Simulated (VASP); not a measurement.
Energy against volume of Yb (fcc). Computed with rev-vdW-DF2, VASP's PBE PAW potentials (set 64) (plane waves; VASP). Settings: 520 eV cut-off, 9×9×9 Γ-centred mesh, Gaussian smearing of 0.050 eV, potentials Yb_2.

The 4f electrons are frozen in the core of the lanthanide potential, so 4f levels, which can set the real gap, and their magnetism are missing.

| V (Å³/atom) | E (eV/atom) |
|---|---|
| 35.174 | 0.70811 |
| 36.297 | 0.70045 |
| 37.419 | 0.69718 |
| 38.542 | 0.69774 |

Q: Fit these four points and predict the energy of the run at 39.665 Å³/atom.

A: A cubic in V^(−2/3), the third-order Birch-Murnaghan form, passes through the four points with V0 = 37.80 Å³/atom and B0 = 18 GPa, and gives 0.7017 eV/atom there. The run gave 0.7017 eV/atom, +0.0 meV/atom from the fit; all five points give B0 = 18 GPa.

The compound is Yb in the fcc structure. It was relaxed first, which changed the volume by -8 %.
